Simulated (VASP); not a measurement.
All values below come from PBEsol GGA, VASP's PBE PAW potentials (set 64) (plane waves; VASP).

VASP input:

**POSCAR**
```
ScPtO2
1
    1.5493272320     0.8945043820     6.1094781582
   -1.5493272320     0.8945043820     6.1094781582
    0.0000000000    -1.7890087640     6.1094781582
Pt Sc O
1 1 2
Direct
  1.0000000000   1.0000000000   1.0000000000
  0.5000000000   0.5000000000   0.5000000000
  0.1093225538   0.1093225538   0.1093225538
  0.8906774462   0.8906774462   0.8906774462
```

**KPOINTS**
```
Automatic mesh
0
Gamma
10 10 10
0 0 0
```

**INCAR**
```
SYSTEM = ScPtO2
PREC = Accurate; ENCUT = 600; LREAL = .FALSE.
LASPH = .TRUE.
EDIFF = 1E-7; NELM = 100; ALGO = Normal
LMAXMIX = 6
ISMEAR = 1; SIGMA = 0.1
GGA = PS
ISIF = 2
LWAVE = .FALSE.; LCHARG = .FALSE.
```

POTCAR, in this order: Pt Sc_sv O (PBE.64 set). Program: vasp_std.

Output

OUTCAR:
```
 ion  position               nearest neighbor table
   1  0.000  0.000  0.000-   3 2.00   4 2.00
   2  0.500  0.500  0.500-   3 2.07   4 2.07   3 2.07   3 2.07   4 2.07   4 2.07
   3  0.109  0.109  0.109-   1 2.00   2 2.07   2 2.07   2 2.07
   4  0.891  0.891  0.891-   1 2.00   2 2.07   2 2.07   2 2.07
  LATTYP: Found a trigonal (rhomboedric) cell.
 ALAT       =     6.3660251591
 COS(alpha) =     0.8815378520
 Subroutine PRICEL returns:
 Original cell was already a primitive cell.
 Subroutine GETGRP returns: Found 12 space group operations
The static configuration has the point symmetry D_3d.
The dynamic configuration has the point symmetry D_3d.
 Subroutine INISYM returns: Found 12 space group operations
 Subroutine IBZKPT returns following result:
 Found    116 irreducible k-points:

 Following reciprocal coordinates:
            Coordinates               Weight
  0.000000  0.000000  0.000000      1.000000
  0.100000  0.000000  0.000000      6.000000
  0.200000  0.000000  0.000000      6.000000
  0.300000  0.000000  0.000000      6.000000
  0.400000  0.000000  0.000000      6.000000
  0.500000  0.000000 -0.000000      3.000000
  0.100000  0.100000  0.000000      6.000000
  0.200000  0.100000 -0.000000     12.000000
  0.300000  0.100000 -0.000000     12.000000
  0.400000  0.100000 -0.000000     12.000000
  0.500000  0.100000  0.000000     12.000000
 -0.400000  0.100000  0.000000     12.000000
 -0.300000  0.100000  0.000000     12.000000
 -0.200000  0.100000  0.000000     12.000000
 -0.100000  0.100000  0.000000      6.000000
  0.200000  0.200000  0.000000      6.000000
  0.300000  0.200000 -0.000000     12.000000
  0.400000  0.200000  0.000000     12.000000
  0.500000  0.200000  0.000000     12.000000
 -0.400000  0.200000  0.000000     12.000000
 -0.300000  0.200000  0.000000     12.000000
...
```

File OSZICAR:
```
       N       E                     dE             d eps       ncg     rms          rms(c)
DAV:   1     0.455145945404E+03    0.45515E+03   -0.17977E+04  4672   0.193E+03
DAV:   2     0.304696102247E+02   -0.42468E+03   -0.41603E+03  4760   0.545E+02
DAV:   3    -0.357968804050E+02   -0.66266E+02   -0.63277E+02  7520   0.193E+02
DAV:   4    -0.388665838978E+02   -0.30697E+01   -0.29287E+01  7252   0.475E+01
DAV:   5    -0.389261409545E+02   -0.59557E-01   -0.58854E-01  6340   0.489E+00    0.242E+01
DAV:   6    -0.330090752294E+02    0.59171E+01   -0.37277E+01  7388   0.601E+01    0.119E+01
DAV:   7    -0.327332720102E+02    0.27580E+00   -0.18647E+00  6936   0.135E+01    0.734E+00
DAV:   8    -0.326654686005E+02    0.67803E-01   -0.38421E-01  7272   0.710E+00    0.117E+00
DAV:   9    -0.326565444341E+02    0.89242E-02   -0.48873E-02  6440   0.215E+00    0.387E-01
DAV:  10    -0.326565271632E+02    0.17271E-04   -0.47377E-03  6848   0.848E-01    0.125E-01
DAV:  11    -0.326564995931E+02    0.27570E-04   -0.40295E-04  5500   0.187E-01    0.531E-02
DAV:  12    -0.326565221454E+02   -0.22552E-04   -0.77512E-05  7412   0.872E-02    0.203E-02
DAV:  13    -0.326565201218E+02    0.20236E-05   -0.12282E-05  5640   0.338E-02    0.514E-03
DAV:  14    -0.326565202390E+02   -0.11726E-06   -0.25501E-06  7008   0.126E-02    0.179E-03
DAV:  15    -0.326565201953E+02    0.43782E-07   -0.16677E-07  3976   0.439E-03
   1 F= -.32656520E+02 E0= -.32655814E+02  d E =-.211860E-02
```

OUTCAR:
```
------------------------ aborting loop because EDIFF is reached ----------------------------------------
  FORCE on cell =-STRESS in cart. coord.  units (eV):
  Direction    XX          YY          ZZ          XY          YZ          ZX
  --------------------------------------------------------------------------------------
  Total       -0.0370892     -0.0370891     -0.0599857      0.0000000     -0.0000000      0.0000000
  in kB       -1.1697053     -1.1697050     -1.8918089      0.0000000     -0.0000000      0.0000000
  external PRESSURE =      -1.4104064 kB  Pullay stress =       0.0000000 kB
  volume of cell :       50.80
      direct lattice vectors                 reciprocal lattice vectors
     1.549327232  0.894504382  6.109478158     0.322720720  0.186322918  0.054560034
    -1.549327232  0.894504382  6.109478158    -0.322720720  0.186322918  0.054560034
     0.000000000 -1.789008764  6.109478158     0.000000000 -0.372645836  0.054560034
 POSITION                                       TOTAL-FORCE (eV/Angst)
 -----------------------------------------------------------------------------------
      0.00000      0.00000      0.00000        -0.000000      0.000000      0.000000
      0.00000      0.00000      9.16422         0.000000      0.000000      0.000000
      0.00000      0.00000      2.00371        -0.000000      0.000000     -0.015334
      0.00000      0.00000     16.32472        -0.000000     -0.000000      0.015334
 -----------------------------------------------------------------------------------
    total drift:                                0.000000      0.000000     -0.000000
  FREE ENERGIE OF THE ION-ELECTRON SYSTEM (eV)
  ---------------------------------------------------
  free  energy   TOTEN  =       -32.6565201953 eV

  energy  without entropy=      -32.6544015904  energy(sigma->0) =      -32.65581399
```
(Selected blocks of OUTCAR.)

### OUTCAR
```
 val. band max:        5.6472048186   @ k =   0.5000   0.2000   0.1000

 cond. band min:       5.6602880364   @ k =   0.5000   0.4000   0.1000


 Fermi energy:         5.6542561544

 k-point     1 :       0.0000    0.0000    0.0000
  band No.  band energies     occupation
      1     -42.9259      2.00000
      2     -21.9037      2.00000
      3     -21.4234      2.00000
      4     -21.4234      2.00000
      5     -13.6779      2.00000
      6     -12.1204      2.00000
      7      -2.1780      2.00000
      8       0.4429      2.00000
      9       0.6738      2.00000
     10       0.6738      2.00000
     11       1.8696      2.00000
     12       3.1420      2.00000
     13       3.1420      2.00000
     14       3.5666      2.00000
     15       3.5666      2.00000
     16       4.7756      2.00000
     17       4.7756      2.00000
     18       7.9591      0.00000
     19       8.9249      0.00000
     20       8.9249      0.00000

 k-point     2 :       0.1000    0.0000    0.0000
  band No.  band energies     occupation
      1     -42.9161      2.00000
      2     -21.8790      2.00000
      3     -21.5191      2.00000
      4     -21.4384      2.00000
      5     -13.5533      2.00000
      6     -12.1797      2.00000
      7      -2.0454      2.00000
      8       0.3926      2.00000
      9       0.6323      2.00000
     10       0.7316      2.00000
     11       2.1103      2.00000
     12       2.8408      2.00000
     13       2.9855      2.00000
     14       3.4915      2.00000
     15       3.7389      2.00000
     16       4.6638      2.00000
     17       4.8027      2.00000
     18       8.0665      0.00000
     19       8.8547      0.00000
     20       9.0874      0.00000

 k-point     3 :       0.2000    0.0000    0.0000
  band No.  band energies     occupation
      1     -42.8906      2.00000
      2     -21.8239      2.00000
      3     -21.7472      2.00000
      4     -21.4773      2.00000
      5     -13.2401      2.00000
...
```

Unless said otherwise, spin-orbit coupling is left out, though it shifts the bands of the heavy elements here.

The structure was generated: ScPtO2 was put into the delafossite type (R-3m), which need not be its known phase. It was relaxed first. The electron count is odd and the run is not spin-polarised, which forces a metal.
